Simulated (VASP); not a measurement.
Output of a VASP run:

**OSZICAR**
```
       N       E                     dE             d eps       ncg     rms          rms(c)
DAV:   1     0.643247924247E+02    0.64325E+02   -0.55342E+03  1872   0.109E+03
DAV:   2     0.293731536217E+00   -0.64031E+02   -0.63497E+02  1947   0.244E+02
DAV:   3    -0.935215689153E+00   -0.12289E+01   -0.11952E+01  2612   0.344E+01
DAV:   4    -0.967620311603E+00   -0.32405E-01   -0.32388E-01  2421   0.461E+00
DAV:   5    -0.968900301987E+00   -0.12800E-02   -0.12796E-02  2665   0.537E-01    0.164E+00
DAV:   6    -0.939083627715E+00    0.29817E-01   -0.12851E-02  2852   0.857E-01    0.843E-01
DAV:   7    -0.926723606991E+00    0.12360E-01   -0.18589E-02  2827   0.934E-01    0.125E-01
DAV:   8    -0.926960251484E+00   -0.23664E-03   -0.42256E-04  2963   0.198E-01    0.201E-02
DAV:   9    -0.926955031837E+00    0.52196E-05   -0.16632E-05  2909   0.335E-02    0.374E-03
DAV:  10    -0.926954210660E+00    0.82118E-06   -0.57893E-07  1137   0.874E-03
   1 F= 0.30408175E+01 E0= 0.30409676E+01  d E =0.304082E+01
```

**OUTCAR**
```
------------------------ aborting loop because EDIFF is reached ----------------------------------------
  FORCE on cell =-STRESS in cart. coord.  units (eV):
  Direction    XX          YY          ZZ          XY          YZ          ZX
  --------------------------------------------------------------------------------------
  Total        3.9730470      3.9730470      3.9730470     -0.0000000     -0.0000000      0.0000000
  in kB      300.3988542    300.3988542    300.3988542     -0.0000000     -0.0000000      0.0000000
  external PRESSURE =       0.3988542 kB  Pullay stress =     300.0000000 kB
  volume of cell :       21.19
      direct lattice vectors                 reciprocal lattice vectors
     0.000000000  2.196352307  2.196352307    -0.227650181  0.227650181  0.227650181
     2.196352307  0.000000000  2.196352307     0.227650181 -0.227650181  0.227650181
     2.196352307  2.196352307  0.000000000     0.227650181  0.227650181 -0.227650181
 POSITION                                       TOTAL-FORCE (eV/Angst)
 -----------------------------------------------------------------------------------
      0.00000      0.00000      0.00000         0.000000     -0.000000      0.000000
 -----------------------------------------------------------------------------------
    total drift:                               -0.000000      0.000000      0.000000
  FREE ENERGIE OF THE ION-ELECTRON SYSTEM (eV)
  ---------------------------------------------------
  free  energy   TOTEN  =        -0.9269542107 eV

  energy  without entropy=       -0.9265041499  energy(sigma->0) =       -0.92680419
  enthalpy is  TOTEN    =         3.0408175486 eV   P V=        3.9677717593

 reached required accuracy - stopping structural energy minimisation
```
(Selected blocks of OUTCAR.)

**POSCAR**
```
Ca
1
    0.0000000000     2.1963523074     2.1963523074
    2.1963523074    -0.0000000000     2.1963523074
    2.1963523074     2.1963523074     0.0000000000
Ca
1
Direct
  1.0000000000   0.0000000000   1.0000000000
```

**Question.** Reconstruct the remaining input files.

**Answer.** One answer among several that fit: the input of the run itself, PBEsol GGA, plane waves, VASP's PBE PAW potentials (set 64).

KPOINTS:
```
kpoints
0
gamma
  14 14 14
```

### INCAR
```
SYSTEM = Ca
PREC = Accurate; ENCUT = 500; LREAL = .FALSE.
LASPH = .TRUE.
EDIFF = 1E-6; NELM = 100; ALGO = Normal
ISMEAR = 1; SIGMA = 0.1
GGA = PS
IBRION = 2; NSW = 40; ISIF = 3
EDIFFG = -0.02; PSTRESS = 300
LWAVE = .FALSE.; LCHARG = .FALSE.
```

POTCAR, in this order: Ca_sv (PBE.64 set). Program: vasp_std.

The compound is Ca in the fcc structure. It was relaxed first under an external pressure of 30 GPa.
